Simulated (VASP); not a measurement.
Output of a VASP run:

### OUTCAR
```
 ion  position               nearest neighbor table
   1  0.674  0.174  0.848-   5 2.81   6 2.81   6 2.81   5 2.81   2 3.20   2 3.22   2 3.22   3 3.40
                             4 3.40   4 3.40   3 3.40   3 3.68   4 3.68   4 3.68   3 3.68
   2  0.326  0.826  0.152-   5 2.81   6 2.81   6 2.81   5 2.81   1 3.20   1 3.22   1 3.22   4 3.40
                             3 3.40   4 3.40   3 3.40   4 3.68   3 3.68   4 3.68   3 3.68
   3  0.174  0.326  0.500-   5 2.81   6 2.81   6 2.81   5 2.81   4 3.20   4 3.22   4 3.22   2 3.40
                             1 3.40   2 3.40   1 3.40   1 3.68   2 3.68   2 3.68   1 3.68
   4  0.826  0.674  0.500-   6 2.81   5 2.81   5 2.81   6 2.81   3 3.20   3 3.22   3 3.22   2 3.40
                             1 3.40   1 3.40   2 3.40   1 3.68   2 3.68   1 3.68   2 3.68
   5  0.750  0.750  0.000-   1 2.81   2 2.81   3 2.81   4 2.81   4 2.81   3 2.81   1 2.81   2 2.81
                             6 2.90   6 2.90
   6  0.250  0.250  0.000-   1 2.81   2 2.81   4 2.81   3 2.81   3 2.81   4 2.81   2 2.81   1 2.81
                             5 2.90   5 2.90
  LATTYP: Found a body centered tetragonal cell.
 ALAT       =     6.5017800000
 C/A-ratio  =     0.8910898246
 Subroutine PRICEL returns:
 Original cell was already a primitive cell.
 Subroutine GETGRP returns: Found 16 space group operations
The static configuration has the point symmetry C_4h.
 The point group associated with its full space group is D_4h.
The dynamic configuration has the point symmetry C_4h.
 Subroutine INISYM returns: Found 16 space group operations
 Subroutine IBZKPT returns following result:
 Found     18 irreducible k-points:

 Following reciprocal coordinates:
            Coordinates               Weight
  0.000000  0.000000  0.000000      1.000000
  0.200000 -0.000000  0.000000      8.000000
  0.400000 -0.000000  0.000000      8.000000
  0.200000  0.200000  0.000000      8.000000
  0.400000  0.200000  0.000000     16.000000
 -0.400000  0.200000 -0.000000     16.000000
 -0.200000  0.200000  0.000000      4.000000
  0.400000  0.400000  0.000000      8.000000
 -0.400000  0.400000  0.000000      4.000000
  0.200000  0.200000  0.200000      8.000000
 -0.200000  0.200000  0.200000      4.000000
 -0.400000  0.400000  0.200000      8.000000
 -0.200000  0.400000  0.200000      8.000000
 -0.400000 -0.400000  0.200000      8.000000
 -0.200000 -0.400000  0.200000      8.000000
 -0.200000 -0.200000  0.200000      2.000000
 -0.400000  0.400000  0.400000      4.000000
 -0.400000 -0.400000  0.400000      2.000000
 Subroutine IBZKPT_HF returns following result:
   k-points           NKPTS =     18   k-points in BZ     NKDIM =     18   number of bands    NBANDS=     39
   number of dos      NEDOS =    301   number of ions     NIONS =      6
   total plane-waves  NPLWV =  32768
   dimension x,y,z NGX =    32 NGY =   32 NGZ =   32
   dimension x,y,z NGXF=    64 NGYF=   64 NGZF=   64
   ions per type =               4   2
   PREC   = accura    normal or accurate (medium, high low for compatibility)
   ISTART =      0    job   : 0-new  1-cont  2-samecut
   ICHARG =      2    charge: 1-file 2-atom 10-const
   ISPIN  =      1    spin polarized calculation?
   LNONCOLLINEAR =      F non collinear calculations
   LSORBIT =      F    spin-orbit coupling
   INIWAV =      1    electr: 0-lowe 1-rand  2-diag
   ENCUT  =  300.0 eV  22.05 Ry    4.70 a.u.   7.67  7.67  7.67*2*pi/ulx,y,z
   NELM   =    100;   NELMIN=  2; NELMDL= -5     # of ELM steps
   EDIFF  = 0.1E-07   stopping-criterion for ELM
   LREAL  =      F    real-space projection
   NLSPLINE    = F    spline interpolate recip. space projectors
   LMAXMIX     =    6 max onsite mixed and CHGCAR
   VOSKOWN=      0    Vosko Wilk Nusair interpolation
   EDIFFG = 0.1E-06   stopping-criterion for IOM
   NSW    =      1    number of steps for IOM
   NBLOCK =      1;   KBLOCK =      1    inner block; outer block
   IBRION =      8    ionic relax: 0-MD 1-quasi-New 2-CG
   NFREE  =      0    steps in history (QN), initial steepest desc. (CG)
   ISIF   =      2    stress and relaxation
   ISYM   =      2    0-nonsym 1-usesym 2-fastsym
   TEIN   =    0.0    initial temperature
   TEBEG  =    0.0;   TEEND  =   0.0 temperature during run
   SMASS  =  -3.00    Nose mass-parameter (am)
   PSTRESS=    0.0 pullay stress
   NELECT =      66.0000    total number of electrons
   EFERMI =   0.00;   METHOD = LEGACY
...
```

### OSZICAR
```
...
       N       E                     dE             d eps       ncg     rms          rms(c)
RMM:   1    -0.204934856087E+00   -0.20493E+00   -0.16338E-01  5784   0.186E+00
RMM:   2    -0.203258476137E+00    0.16764E-02   -0.17322E-02  5087   0.481E-01    0.175E-01
RMM:   3    -0.203282920981E+00   -0.24445E-04   -0.22551E-03  5517   0.142E-01    0.101E-01
RMM:   4    -0.203605472677E+00   -0.32255E-03   -0.86709E-04  6187   0.101E-01    0.201E-02
RMM:   5    -0.203701416352E+00   -0.95944E-04   -0.24398E-04  6966   0.374E-02    0.103E-02
RMM:   6    -0.203721089801E+00   -0.19673E-04   -0.41962E-05  7346   0.178E-02    0.459E-03
RMM:   7    -0.203725171939E+00   -0.40821E-05   -0.12632E-05  8035   0.912E-03    0.223E-03
RMM:   8    -0.203722346571E+00    0.28254E-05   -0.37250E-06  7981   0.479E-03    0.141E-03
RMM:   9    -0.203718916838E+00    0.34297E-05   -0.26495E-07  7614   0.263E-03    0.399E-04
RMM:  10    -0.203719631341E+00   -0.71450E-06   -0.23706E-07  8197   0.145E-03    0.196E-04
RMM:  11    -0.203719311076E+00    0.32027E-06   -0.41434E-07  8154   0.795E-04    0.863E-05
RMM:  12    -0.203719480149E+00   -0.16907E-06    0.15064E-07  8487   0.457E-04    0.541E-05
RMM:  13    -0.203719724003E+00   -0.24385E-06    0.23072E-07  7999   0.260E-04    0.205E-05
RMM:  14    -0.203719823503E+00   -0.99500E-07    0.65163E-08  8356   0.166E-04    0.105E-05
RMM:  15    -0.203719839361E+00   -0.15859E-07    0.11010E-07  8290   0.112E-04    0.698E-06
RMM:  16    -0.203719853712E+00   -0.14350E-07    0.80596E-08  8201   0.865E-05    0.376E-06
RMM:  17    -0.203719854698E+00   -0.98657E-09    0.10265E-07  8153   0.721E-05    0.219E-06
RMM:  18    -0.203719864641E+00   -0.99426E-08    0.82000E-08  8085   0.648E-05    0.890E-07
 Linear response progress:
  Degree of freedom:   4/  4
       N       E                     dE             d eps       ncg     rms          rms(c)
RMM:   1    -0.204007951502E+00   -0.20401E+00   -0.17172E-01  3067   0.183E+00
RMM:   2    -0.200106367860E+00    0.39016E-02   -0.15775E-02  2602   0.480E-01    0.135E-01
RMM:   3    -0.200343789308E+00   -0.23742E-03   -0.30901E-03  3056   0.151E-01    0.840E-02
RMM:   4    -0.200605299894E+00   -0.26151E-03   -0.66214E-04  3223   0.905E-02    0.137E-02
RMM:   5    -0.200673277404E+00   -0.67978E-04   -0.17361E-04  3809   0.314E-02    0.771E-03
RMM:   6    -0.200687670324E+00   -0.14393E-04   -0.23318E-05  3937   0.147E-02    0.216E-03
RMM:   7    -0.200682158416E+00    0.55119E-05   -0.69013E-06  4219   0.710E-03    0.168E-03
RMM:   8    -0.200679417397E+00    0.27410E-05   -0.22793E-06  4169   0.346E-03    0.992E-04
RMM:   9    -0.200677678934E+00    0.17385E-05    0.19382E-06  4166   0.180E-03    0.353E-04
RMM:  10    -0.200677672521E+00    0.64133E-08    0.13391E-06  4347   0.101E-03    0.241E-04
RMM:  11    -0.200677810645E+00   -0.13812E-06   -0.25176E-06  4369   0.551E-04    0.119E-04
RMM:  12    -0.200677928676E+00   -0.11803E-06   -0.96034E-07  4263   0.321E-04    0.386E-05
RMM:  13    -0.200678000329E+00   -0.71653E-07   -0.48798E-07  4290   0.200E-04    0.229E-05
RMM:  14    -0.200678030619E+00   -0.30290E-07   -0.28836E-07  4430   0.131E-04    0.985E-06
RMM:  15    -0.200678025803E+00    0.48158E-08   -0.15762E-07  4519   0.926E-05    0.594E-06
RMM:  16    -0.200678041568E+00   -0.15765E-07   -0.79333E-08  4363   0.740E-05    0.270E-06
RMM:  17    -0.200678043092E+00   -0.15242E-08    0.27616E-08  4441   0.652E-05    0.157E-06
 Linear response finished
```

OUTCAR:
```
------------------------ aborting loop because EDIFF is reached ----------------------------------------

   1 f  =    5.652609 THz    35.516392 2PiTHz  188.550752 cm-1    23.377303 meV
             X         Y         Z           dx          dy          dz
      1.131115  4.382005 -0.000000    -0.272186    0.272186    0.000000
      2.119775 -1.131115  2.896835     0.272186   -0.272186    0.000000
      2.119775  1.131115  0.000000    -0.272186   -0.272186    0.000000
      1.131115  2.119775  2.896835     0.272186    0.272186    0.000000
      0.000000  0.000000  4.345252     0.000000   -0.000000    0.451286
      0.000000  0.000000  1.448417    -0.000000   -0.000000   -0.451286

   2 f  =    5.286340 THz    33.215052 2PiTHz  176.333314 cm-1    21.862535 meV
             X         Y         Z           dx          dy          dz
      1.131115  4.382005 -0.000000    -0.000000   -0.000000    0.197347
      2.119775 -1.131115  2.896835     0.000000    0.000000   -0.197347
      2.119775  1.131115  0.000000     0.000000   -0.000000   -0.674106
      1.131115  2.119775  2.896835    -0.000000   -0.000000    0.674106
      0.000000  0.000000  4.345252     0.039097    0.071463   -0.000000
      0.000000  0.000000  1.448417    -0.039097   -0.071463    0.000000

   3 f  =    5.286340 THz    33.215052 2PiTHz  176.333314 cm-1    21.862535 meV
             X         Y         Z           dx          dy          dz
      1.131115  4.382005 -0.000000    -0.000000    0.000000    0.674106
      2.119775 -1.131115  2.896835     0.000000    0.000000   -0.674106
      2.119775  1.131115  0.000000    -0.000000   -0.000000    0.197347
      1.131115  2.119775  2.896835    -0.000000   -0.000000   -0.197347
      0.000000  0.000000  4.345252    -0.071463    0.039097    0.000000
      0.000000  0.000000  1.448417     0.071463   -0.039097   -0.000000

   4 f  =    4.777257 THz    30.016391 2PiTHz  159.352142 cm-1    19.757139 meV
             X         Y         Z           dx          dy          dz
      1.131115  4.382005 -0.000000    -0.377107    0.462342   -0.000000
      2.119775 -1.131115  2.896835    -0.377107    0.462342    0.000000
      2.119775  1.131115  0.000000     0.047170   -0.271616    0.000000
      1.131115  2.119775  2.896835     0.047170   -0.271616   -0.000000
      0.000000  0.000000  4.345252     0.225810   -0.130533   -0.000000
      0.000000  0.000000  1.448417     0.225810   -0.130533    0.000000

   5 f  =    4.777257 THz    30.016391 2PiTHz  159.352142 cm-1    19.757139 meV
             X         Y         Z           dx          dy          dz
      1.131115  4.382005 -0.000000    -0.271616   -0.047170    0.000000
      2.119775 -1.131115  2.896835    -0.271616   -0.047170   -0.000000
      2.119775  1.131115  0.000000     0.462342    0.377107   -0.000000
      1.131115  2.119775  2.896835     0.462342    0.377107    0.000000
      0.000000  0.000000  4.345252    -0.130533   -0.225810   -0.000000
      0.000000  0.000000  1.448417    -0.130533   -0.225810    0.000000

   6 f  =    4.255273 THz    26.736667 2PiTHz  141.940620 cm-1    17.598386 meV
             X         Y         Z           dx          dy          dz
      1.131115  4.382005 -0.000000     0.353553    0.353553   -0.000000
      2.119775 -1.131115  2.896835    -0.353553   -0.353553   -0.000000
      2.119775  1.131115  0.000000    -0.353553    0.353553    0.000000
      1.131115  2.119775  2.896835     0.353553   -0.353553    0.000000
      0.000000  0.000000  4.345252     0.000000    0.000000   -0.000000
      0.000000  0.000000  1.448417    -0.000000   -0.000000    0.000000

   7 f  =    3.790421 THz    23.815917 2PiTHz  126.434832 cm-1    15.675914 meV
             X         Y         Z           dx          dy          dz
      1.131115  4.382005 -0.000000     0.353553    0.353553    0.000000
      2.119775 -1.131115  2.896835    -0.353553   -0.353553   -0.000000
      2.119775  1.131115  0.000000     0.353553   -0.353553   -0.000000
      1.131115  2.119775  2.896835    -0.353553    0.353553    0.000000
      0.000000  0.000000  4.345252    -0.000000   -0.000000   -0.000000
      0.000000  0.000000  1.448417     0.000000   -0.000000    0.000000

   8 f  =    3.742888 THz    23.517261 2PiTHz  124.849314 cm-1    15.479335 meV
             X         Y         Z           dx          dy          dz
      1.131115  4.382005 -0.000000     0.225643   -0.225643    0.000000
      2.119775 -1.131115  2.896835    -0.225643    0.225643    0.000000
      2.119775  1.131115  0.000000     0.225643    0.225643   -0.000000
...
```
(Selected blocks of OUTCAR.)

File POSCAR:
```
Zr2Ir
1
   -3.2508900000     3.2508900000     2.8968350000
    3.2508900000    -3.2508900000     2.8968350000
    3.2508900000     3.2508900000    -2.8968350000
Zr Ir
4 2
Direct
  0.6739700000   0.1739700000   0.8479400000
  0.3260300000   0.8260300000   0.1520600000
  0.1739700000   0.3260300000   0.5000000000
  0.8260300000   0.6739700000   0.5000000000
  0.7500000000   0.7500000000   0.0000000000
  0.2500000000   0.2500000000   0.0000000000
```

Task: Write an INCAR and KPOINTS that could have produced this output.

Result: Several could match; the one computed here: the input of the run itself, LDA (Ceperley-Alder, Perdew-Zunger), plane waves, VASP's LDA PAW potentials (set 64).

KPOINTS:
```
Automatic
0
G
 5 5 5
0 0 0
```

**INCAR**
```
SYSTEM = Zr2Ir
PREC = Accurate
ENCUT = 300
EDIFF = 1E-8
NELM = 100
ALGO = Normal
LREAL = .FALSE.
LASPH = .TRUE.
ISMEAR = -1
SIGMA = 0.1
LMAXMIX = 6
LWAVE = .FALSE.
LCHARG = .FALSE.
ISIF = 2
LEPSILON = .FALSE.
IBRION = 8
NSW = 1
```

POTCAR, in this order: Zr_sv Ir (LDA.64 set). Program: vasp_std.

At this cut-off the stress carries a Pulay error, which pulls relaxed volumes low.

The structure comes from a computed database's Zr2Ir entry (I4/mcm); how it stands against other phases isn't given here. The cell was not relaxed at this level. The run is one of a series of settings (EDIFF = 1E-8, GGA removed, IBRION = 8, LEPSILON = .FALSE., NSW = 1, POTCAR Zr_sv Ir (LDA.64 set) against the base run), some of them coarse on purpose.
